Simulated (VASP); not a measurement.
# Ta4NiO11 (P2/m) in VASP: further runs, part 2 of 2

VASP 6.6.1. Earlier steps stand in the parts before.

## Step 4: Electrostatic potential, PBE, collinear spin, ferromagnetic start

INCAR reads:

```
SYSTEM = Ta4NiO11
PREC = Accurate
ENCUT = 520
EDIFF = 1E-7
ISMEAR = -1
SIGMA = 0.05
LREAL = .FALSE.
LASPH = .TRUE.
NELM = 120
ALGO = Normal
ISIF = 2
LWAVE = .FALSE.
LCHARG = .TRUE.
ISPIN = 2
MAGMOM = 0 0 0 0 1 0 0 0 0 0 0 0 0 0 0 0
LORBIT = 11
LMAXMIX = 4
GGA = PE
LVHAR = .TRUE.
KPAR = 4
```

KPOINTS reads:

```
regular mesh
0
G
  6 5 4
  0 0 0
```

POSCAR reads:

```
Ta4NiO11
1.0
    4.7708900000      0.0000000000      0.0051300000
    0.0000000000      5.8245400000      0.0000000000
   -1.9862800000      0.0000000000      7.2505100000
Ta Ni O
4 1 11
Direct
    0.6133900000      0.5000000000      0.7604200000
    0.3866100000      0.5000000000      0.2395800000
    0.1661500000      0.0000000000      0.7987500000
    0.8338500000      0.0000000000      0.2012500000
    0.5000000000      0.0000000000      0.5000000000
    0.3327800000      0.7991300000      0.6505300000
    0.6672200000      0.7991300000      0.3494700000
    0.9004700000      0.2578600000      0.8071800000
    0.0995300000      0.2578600000      0.1928200000
    0.6672200000      0.2008700000      0.3494700000
    0.3327800000      0.2008700000      0.6505300000
    0.0995300000      0.7421400000      0.1928200000
    0.9004700000      0.7421400000      0.8071800000
    0.5000000000      0.5000000000      0.0000000000
    0.5000000000      0.0000000000      0.0000000000
    0.5000000000      0.5000000000      0.5000000000
```

Potentials or basis: VASP PAW PBE potentials, release 64 (Ta_pv, Ni, O).

Run with:

```sh
> cat potpaw_PBE.64/Ta_pv/POTCAR potpaw_PBE.64/Ni/POTCAR potpaw_PBE.64/O/POTCAR > POTCAR
> mpirun -np 4 vasp_std > vasp.out
```

OUTCAR:

```text
SYSTEM = Ta4NiO11
   PREC = Accurate
   ENCUT = 520
   EDIFF = 1E-7
   ISMEAR = -1
   LREAL = .FALSE.
   LASPH = .TRUE.
   NELM = 120
   ISIF = 2
   ISPIN = 2
   LORBIT = 11
   GGA = PE

 ion  position               nearest neighbor table
   1  0.613  0.500  0.760-  16 1.89  13 1.93   8 1.93  14 2.01  11 2.22   6 2.22
   2  0.387  0.500  0.240-  16 1.89  12 1.93   9 1.93  14 2.01  10 2.22   7 2.22
   3  0.166  0.000  0.799-  15 1.89  11 1.93   6 1.93  13 1.98   8 1.98   5 3.08
   4  0.834  0.000  0.201-  15 1.89  10 1.93   7 1.93  12 1.98   9 1.98   5 3.08
   5  0.500  0.000  0.500-   6 1.94   7 1.94  10 1.94  11 1.94   3 3.08   4 3.08
   6  0.333  0.799  0.651-   3 1.93   5 1.94   1 2.22
   7  0.667  0.799  0.349-   4 1.93   5 1.94   2 2.22
   8  0.900  0.258  0.807-   1 1.93   3 1.98
   9  0.100  0.258  0.193-   2 1.93   4 1.98
  10  0.667  0.201  0.349-   4 1.93   5 1.94   2 2.22
  11  0.333  0.201  0.651-   3 1.93   5 1.94   1 2.22
  12  0.100  0.742  0.193-   2 1.93   4 1.98
  13  0.900  0.742  0.807-   1 1.93   3 1.98
  14  0.500  0.500  0.000-   1 2.01   2 2.01
  15  0.500  0.000  0.000-   3 1.89   4 1.89
  16  0.500  0.500  0.500-   1 1.89   2 1.89

  LATTYP: Found a simple monoclinic cell.
 ALAT       =     4.7708927581
 B/A-ratio  =     1.2208490728
 C/A-ratio  =     1.5757343173
 COS(beta)  =    -0.2631780021

  Lattice vectors:

 A1 = (   4.7708900000,   0.0000000000,   0.0051300000)
 A2 = (   0.0000000000,   5.8245400000,   0.0000000000)
 A3 = (  -1.9862800000,   0.0000000000,   7.2505100000)

Analysis of symmetry for initial positions (statically):
=====================================================================
 Subroutine PRICEL returns:
 Original cell was already a primitive cell.

 Routine SETGRP: Setting up the symmetry group for a
 simple monoclinic supercell.

 Subroutine GETGRP returns: Found  4 space group operations
 (whereof  4 operations were pure point group operations)
 out of a pool of  4 trial point group operations.

The static configuration has the point symmetry C_2h.

[... 2015 lines left out ...]
 spin component 2

 k-point     1 :       0.0000    0.0000    0.0000
  band No.  band energies     occupation
      1     -32.6703      1.00000
      2     -32.5794      1.00000
      3     -32.5776      1.00000
      4     -32.5644      1.00000
      5     -32.5503      1.00000
      6     -32.5442      1.00000
[... 1789 lines left out ...]
     71       7.2604      0.00000
     72       7.5732      0.00000

 [... further k-points ...]

 [bands above 72 left out]

------------------------ aborting loop because EDIFF is reached ----------------------------------------

  FORCE on cell =-STRESS in cart. coord.  units (eV):
  Direction    XX          YY          ZZ          XY          YZ          ZX
  --------------------------------------------------------------------------------------
  -------------------------------------------------------------------------------------
  Total        1.0925572      1.0935435      1.1397613      0.0000000      0.0000000     -0.2321884
  in kB        8.6855488      8.6933898      9.0608091      0.0000000      0.0000000     -1.8458381
  external PRESSURE =       8.8132492 kB  Pullay stress =       0.0000000 kB

 VOLUME and BASIS-vectors are now :
 -----------------------------------------------------------------------------
  energy-cutoff  :      520.00
  volume of cell :      201.54
      direct lattice vectors                 reciprocal lattice vectors
     4.770890000  0.000000000  0.005130000     0.209542772  0.000000000  0.057404323
     0.000000000  5.824540000  0.000000000     0.000000000  0.171687378  0.000000000
    -1.986280000  0.000000000  7.250510000    -0.000148259  0.000000000  0.137880717

 POSITION                                       TOTAL-FORCE (eV/Angst)
 -----------------------------------------------------------------------------------
      1.41601      2.91227      5.51658        -0.076230     -0.000000      0.055091
      1.36860      2.91227      1.73906         0.076230     -0.000000     -0.055091
     -0.79386      0.00000      5.79220        -0.120557     -0.000000      0.041459
      3.57847      0.00000      1.46344         0.120557     -0.000000     -0.041459
      1.39230      0.00000      3.62782        -0.000000     -0.000000      0.000000
      0.29552      4.65456      4.71838         0.037702     -0.076084     -0.044723
[... 8 lines left out ...]
      2.38544      0.00000      0.00257        -0.000000     -0.000000      0.000000
      1.39230      2.91227      3.62782        -0.000000     -0.000000      0.000000
 -----------------------------------------------------------------------------------
    total drift:                                0.000000      0.000000      0.000000

  FREE ENERGIE OF THE ION-ELECTRON SYSTEM (eV)
  ---------------------------------------------------
  free  energy   TOTEN  =      -144.3493651366 eV

  energy  without entropy=     -144.3492855506  energy(sigma->0) =     -144.34932534

 total charge

# of ion       s       p       d       tot
------------------------------------------
    1        0.336   6.304   2.089   8.728
    2        0.336   6.304   2.089   8.728
    3        0.360   6.318   2.223   8.902
    4        0.360   6.318   2.223   8.902
    5        0.392   0.430   8.328   9.150
    6        1.571   3.480   0.000   5.051
[... 8 lines left out ...]
   15        1.570   3.547   0.000   5.116
   16        1.584   3.548   0.000   5.132
--------------------------------------------------
tot         19.062  64.155  16.951 100.168

 magnetization (x)

# of ion       s       p       d       tot
------------------------------------------
    1       -0.000  -0.000   0.000   0.000
    2       -0.000  -0.000   0.000   0.000
    3       -0.000  -0.000  -0.000  -0.000
    4       -0.000  -0.000  -0.000  -0.000
    5        0.000  -0.000  -0.000  -0.000
    6       -0.000   0.000   0.000   0.000
[... 8 lines left out ...]
   15        0.000  -0.000   0.000  -0.000
   16        0.000   0.000   0.000   0.000
--------------------------------------------------
tot         -0.000   0.000  -0.000  -0.000
```

It took 5.7 min on 4 MPI ranks of Intel Xeon 6975P-C (Granite Rapids), shared host; peak memory 0.97 GiB.

What came out:

- Free energy: -144.3494 eV
- Pressure: 0.9 GPa
- Largest force: 0.127 eV/Å
- Band gap on the k mesh: 0.82 eV, indirect (least direct gap 0.87 eV)
- Net moment: 0.00 μB per cell
- Valence electrons inside the program's atomic spheres: Ta 8.73, 8.90; Ni 9.15; O 5.05, 5.07, 5.03, 5.12, 5.13

Forces in eV/Å, atoms in the order of the input:
```
Ta  -0.076  0.000  0.055
Ta   0.076  0.000 -0.055
Ta  -0.121  0.000  0.041
Ta   0.121  0.000 -0.041
Ni   0.000  0.000  0.000
O    0.038 -0.076 -0.045
O   -0.038 -0.076  0.045
O    0.008 -0.009  0.013
O   -0.008 -0.009 -0.013
O   -0.038  0.076  0.045
O    0.038  0.076 -0.045
O   -0.008  0.009 -0.013
O    0.008  0.009  0.013
O    0.000  0.000  0.000
O    0.000  0.000  0.000
O    0.000  0.000  0.000
```

Levels at points of the mesh, in eV from the valence-band top:
Spin up:
| k point | band 58 | band 59 | band 60 | band 61 | band 62 | band 63 |
| --- | --- | --- | --- | --- | --- | --- |
| (0.00, 0.00, 0.00) | -0.33 | -0.13 | -0.12 | 0.99 | 1.23 | 1.73 |
| (0.50, 0.00, 0.00) | -0.28 | -0.26 | -0.13 | 1.11 | 1.54 | 1.92 |
| (0.00, 0.00, 0.50) | -0.21 | -0.12 | -0.04 | 1.15 | 1.36 | 1.73 |
| (0.50, 0.00, 0.50) | -0.17 | -0.15 | -0.12 | 1.20 | 1.98 | 2.00 |
Spin down:
| k point | band 57 | band 58 | band 59 | band 60 | band 61 | band 62 | band 63 | band 64 |
| --- | --- | --- | --- | --- | --- | --- | --- | --- |
| (0.00, 0.00, 0.00) | -0.90 | -0.33 | -0.13 | -0.12 | 0.99 | 1.23 | 1.73 | 1.90 |
| (0.50, 0.00, 0.00) | -0.88 | -0.28 | -0.26 | -0.13 | 1.11 | 1.54 | 1.92 | 2.01 |
| (0.00, 0.00, 0.50) | -0.86 | -0.21 | -0.12 | -0.04 | 1.15 | 1.36 | 1.73 | 1.99 |
| (0.50, 0.00, 0.50) | -0.87 | -0.17 | -0.15 | -0.12 | 1.20 | 1.98 | 2.00 | 2.29 |

Caveat: spin-orbit coupling is left out, which moves the levels of the heavy elements; an odd mesh through Γ misses points on the zone boundary, where band edges often lie.

## Step 5: Atomic charges, PBE+TS, collinear spin, ferromagnetic start

INCAR reads:

```
  PREC = Accurate
  ENCUT = 520
  EDIFF = 1E-7
  ISMEAR = -1
  SIGMA = 0.05
  LREAL = F
  LASPH = T
  NELM = 120
  ALGO = Normal
  ISIF = 2
  LWAVE = F
  LCHARG = T
  ISPIN = 2
  MAGMOM = 0 0 0 0 1 0 0 0 0 0 0 0 0 0 0 0
  LORBIT = 11
  LMAXMIX = 4
  GGA = PE
  IVDW = 2
  LVHAR = T
  KPAR = 4
```

KPOINTS reads:

```
Automatic mesh
0
Gamma
  6 5 4
```

POSCAR is that of step 4.

Potentials or basis: VASP PAW PBE potentials, release 64 (Ta_pv, Ni, O).

Run with:

```sh
> cat potpaw_PBE.64/Ta_pv/POTCAR potpaw_PBE.64/Ni/POTCAR potpaw_PBE.64/O/POTCAR > POTCAR
> mpirun -np 4 vasp_std > vasp.out
```

OUTCAR:

```text
PREC = Accurate
   ENCUT = 520
   EDIFF = 1E-7
   ISMEAR = -1
   LREAL = F
   LASPH = T
   NELM = 120
   ISIF = 2
   ISPIN = 2
   LORBIT = 11
   GGA = PE
   IVDW = 2
  IVDW =   2

 ion  position               nearest neighbor table
   1  0.613  0.500  0.760-  16 1.89  13 1.93   8 1.93  14 2.01  11 2.22   6 2.22
   2  0.387  0.500  0.240-  16 1.89  12 1.93   9 1.93  14 2.01  10 2.22   7 2.22
   3  0.166  0.000  0.799-  15 1.89  11 1.93   6 1.93  13 1.98   8 1.98   5 3.08
   4  0.834  0.000  0.201-  15 1.89  10 1.93   7 1.93  12 1.98   9 1.98   5 3.08
   5  0.500  0.000  0.500-   6 1.94   7 1.94  10 1.94  11 1.94   3 3.08   4 3.08
   6  0.333  0.799  0.651-   3 1.93   5 1.94   1 2.22
   7  0.667  0.799  0.349-   4 1.93   5 1.94   2 2.22
[... 3908 lines left out ...]
      1.39230      0.00000      3.62782         0.000000      0.000000      0.000000
      0.29552      4.65456      4.71838         0.017835     -0.057250     -0.034951
[... 8 lines left out ...]
      2.38544      0.00000      0.00257         0.000000      0.000000      0.000000
      1.39230      2.91227      3.62782         0.000000      0.000000      0.000000
 -----------------------------------------------------------------------------------
    total drift:                                0.000000      0.000000      0.000000

  FREE ENERGIE OF THE ION-ELECTRON SYSTEM (eV)
  ---------------------------------------------------
  free  energy   TOTEN  =      -148.2172459139 eV

  energy  without entropy=     -148.2171663279  energy(sigma->0) =     -148.21720612

 total charge

# of ion       s       p       d       tot
------------------------------------------
    1        0.336   6.304   2.089   8.728
    2        0.336   6.304   2.089   8.728
    3        0.360   6.318   2.223   8.902
    4        0.360   6.318   2.223   8.902
    5        0.392   0.430   8.328   9.150
    6        1.571   3.480   0.000   5.051
[... 8 lines left out ...]
   15        1.570   3.547   0.000   5.116
   16        1.584   3.548   0.000   5.132
--------------------------------------------------
tot         19.062  64.155  16.951 100.168

 magnetization (x)

# of ion       s       p       d       tot
------------------------------------------
    1       -0.000  -0.000   0.000   0.000
    2       -0.000  -0.000   0.000   0.000
    3       -0.000  -0.000  -0.000  -0.000
    4       -0.000  -0.000  -0.000  -0.000
    5        0.000  -0.000  -0.000  -0.000
    6       -0.000   0.000   0.000   0.000
[... 8 lines left out ...]
   15        0.000  -0.000   0.000  -0.000
   16        0.000   0.000   0.000   0.000
--------------------------------------------------
tot         -0.000   0.000  -0.000  -0.000
```

stdout:

```text
POSCAR found type information on POSCAR TaNiO
 POSCAR found :  3 types and      16 ions
 scaLAPACK will be used
 LDA part: xc-table for (Slater+PW92), standard interpolation
 POSCAR, INCAR and KPOINTS ok, starting setup
 FFT: planning ... GRIDC
 FFT: planning ... GRID_SOFT
 FFT: planning ... GRID
 WAVECAR not read
 entering main loop
 augmentation electrons   120.153991567919
 total        electrons   120.153991567919
 augmentation electrons -3.896041804043074E-009
 total        electrons -3.896041804043074E-009
 augmentation electrons   338.888549666077
 total        electrons   338.888549666077
 augmentation electrons   332.104228629977
 total        electrons   332.104228629977
 augmentation electrons   26.8451456678953
 soft         electrons   93.3088514189306
 total        electrons   120.153997086826
 augmentation electrons -5.826970865594134E-006
 soft         electrons  5.783785489654747E-006
 total        electrons -4.318537593938734E-008
 translations:           2           1           1
```

Run time: 6.3 min. Hardware: 4 MPI ranks of Intel Xeon 6975P-C (Granite Rapids), shared host; peak memory 0.96 GiB.

Results:

- Free energy: -148.2172 eV
- Pressure: -0.9 GPa
- Largest force: 0.163 eV/Å
- Band gap on the k mesh: 0.82 eV, indirect (least direct gap 0.87 eV)
- Net moment: 0.00 μB per cell
- Valence electrons inside the program's atomic spheres: Ta 8.73, 8.90; Ni 9.15; O 5.05, 5.07, 5.03, 5.12, 5.13
- Hirshfeld charges: Ta +0.88, +0.84; Ni +0.31; O -0.33, -0.35, -0.37, -0.32 e
- Dispersion energy per atom: -0.242 eV

Forces in eV/Å, atoms in the order of the input:
```
Ta  -0.014  0.000  0.162
Ta   0.014  0.000 -0.162
Ta  -0.089  0.000 -0.117
Ta   0.089  0.000  0.117
Ni   0.000  0.000  0.000
O    0.018 -0.057 -0.035
O   -0.018 -0.057  0.035
O    0.034  0.004 -0.018
O   -0.034  0.004  0.018
O   -0.018  0.057  0.035
O    0.018  0.057 -0.035
O   -0.034 -0.004  0.018
O    0.034 -0.004 -0.018
O    0.000  0.000  0.000
O    0.000  0.000  0.000
O    0.000  0.000  0.000
```

Stress tensor (GPa, compression positive):
```
-1.58  0.00 -0.30
 0.00 -0.20  0.00
-0.30  0.00 -0.97
```

Caveat: spin-orbit coupling is left out, which moves the levels of the heavy elements; an odd mesh through Γ misses points on the zone boundary, where band edges often lie.

## Step 6: The runs side by side

| task | level | gap on the mesh (eV) | pressure (GPa) | moment (μB) | largest force (eV/Å) |
| --- | --- | --- | --- | --- | --- |
| atomic charges | PBE | 0.82 | 0.9 | 0.00 | 0.13 |
| electron localisation function | PBE | 0.82 | 0.9 | 0.00 | 0.13 |
| electrostatic potential | PBE | 0.82 | 0.9 | 0.00 | 0.13 |
| atomic charges | PBE+TS | 0.82 | -0.9 | 0.00 | 0.16 |

Alike in all rows: potentials or basis VASP PAW PBE potentials, release 64 (Ta_pv, Ni, O); spin collinear, ferromagnetic start; cell as given; k mesh 6 × 5 × 4; cutoff (eV) 520; smearing fermi-dirac 0.05 eV.

On the cell as given the gap runs from 0.82 eV (PBE) to 0.82 eV (PBE). The pressure there spans -0.9 GPa (PBE+TS) to 0.9 GPa (PBE); a positive pressure means that this level wants a larger cell, a negative one a smaller.

Caveats: spin-orbit coupling is left out, which moves the levels of the heavy elements; an odd mesh through Γ misses points on the zone boundary, where band edges often lie.

Total energies depend on the potentials used, so only differences within one code and one set of settings carry meaning.
